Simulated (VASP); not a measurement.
Data:

```yaml
crystal:
  lattice:
    - [0.00000, 2.84603, 2.84603]
    - [2.84603, 0.00000, 2.84603]
    - [2.84603, 2.84603, 0.00000]
  atoms:
    - { symbol: In, position: [0.00000, 0.00000, 0.00000] }
    - { symbol: As, position: [0.25000, 0.25000, 0.25000] }
```

Computed with r2SCAN meta-GGA, VASP's PBE PAW potentials (set 64) (plane waves; VASP 6.6.1). Run with 480 eV cut-off, 8×8×8 Γ-centred mesh, Gaussian smearing of 0.050 eV, potentials In_d As.

Unless said otherwise, spin-orbit coupling is left out, though it shifts the bands of the heavy elements here.

### Question
Predict the energy per atom (σ→0), pressure, band gap (on the k-mesh) with the smallest direct gap where there is one.

### Answer

```json
{
  "band gap (on the k-mesh)": "1.25 eV",
  "smallest direct gap (on the k-mesh)": "1.25 eV",
  "energy per atom (σ→0)": "-18.749 eV/atom",
  "pressure": "20.02 GPa"
}
```

The compound is InAs in the zinc blende structure. It was relaxed first under an external pressure of 20 GPa.
